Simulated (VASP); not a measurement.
Crystal: AlN.

```xyz
4
Lattice="3.1130 0.0000 0.0000 -1.5565 2.6959 0.0000 0.0000 0.0000 4.9810" Properties=species:S:1:pos:R:3 pbc="T T T"
Al    0.0000    1.7973    0.0000
Al    1.5565    0.8986    2.4905
N     0.0000    1.7973    1.8928
N     1.5565    0.8986    4.3833
```

```yaml
Program: VASP 6.6.1
Task: relaxation of cell and atoms
Functional: PBE
Potentials_or_basis: VASP PAW PBE potentials, release 64 (Al, N)
Cutoff: 520 eV
k_mesh: 18 × 18 × 10
Occupations: gaussian, width 0.02 eV
Spin: no spin polarisation
```

At the start: pressure 3.5 GPa; volume 10.45 Å³/atom.

Problem. How do energy, volume and symmetry change on relaxing?

Solution. Over 8 steps the energy falls by 2.2 meV/atom and the volume is 10.63 Å³/atom (+1.7 %); space group P6_3mc (No. 186, to 0.05 Å).

The path:
```
step  energy change (eV)  largest force (eV/Å)  pressure (GPa)  volume (Å³)
   1              0.0000                0.1289            3.46        41.80
   2             -0.0019                0.0913           -2.90        43.18
   3             -0.0088                0.0034            0.00        42.52
   4             -0.0088                0.0059            0.07        42.51
   5             -0.0088                0.0066            0.05        42.51
   6             -0.0088                0.0070            0.04        42.51
   7             -0.0088                0.0022           -0.02        42.53
   8             -0.0088                0.0007            0.00        42.52
```

Final structure:
```
CELL_PARAMETERS angstrom
3.12857 0.00000 0.00000
-1.56429 2.70942 0.00000
0.00000 0.00000 5.01646
ATOMIC_POSITIONS crystal
Al 0.33333 0.66667 0.99926
Al 0.66667 0.33333 0.49926
N 0.33333 0.66667 0.38074
N 0.66667 0.33333 0.88074
```
